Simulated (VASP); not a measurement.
Crystal: InAs.

```
In As
1.0
     0.00000    3.01800    3.01800
     3.01800    0.00000    3.01800
     3.01800    3.01800    0.00000
In As
1 1
Direct
  0.00000 0.00000 0.00000
  0.25000 0.25000 0.25000
```

```yaml
Program: VASP 6.6.1
Task: relaxation of cell and atoms
Functional: PBE
Potentials_or_basis: VASP PAW PBE potentials, release 64 (In_d, As)
Cutoff: 600 eV
k_mesh: 10 × 10 × 10
Occupations: gaussian, width 0.03 eV
Spin: no spin polarisation
```

At the start: pressure 4.4 GPa; volume 27.49 Å³/atom.

Problem. Where does the relaxation end?

Solution. Over 3 steps the energy falls by 27.1 meV/atom and the volume is 29.62 Å³/atom (+7.8 %); space group F-43m (No. 216, to 0.05 Å).

Step by step:
```tsv
step	energy change (eV)	largest force (eV/Å)	pressure (GPa)	volume (Å³)
1	0.0000	0.0000	4.37	54.98
2	-0.0455	0.0000	-1.45	61.16
3	-0.0543	0.0000	0.03	59.24
```

Final structure:
```yaml
crystal:
  lattice:
    - [0.00000, 3.09413, 3.09413]
    - [3.09413, 0.00000, 3.09413]
    - [3.09413, 3.09413, 0.00000]
  atoms:
    - { symbol: In, position: [0.00000, 0.00000, 0.00000] }
    - { symbol: As, position: [0.25000, 0.25000, 0.25000] }
```
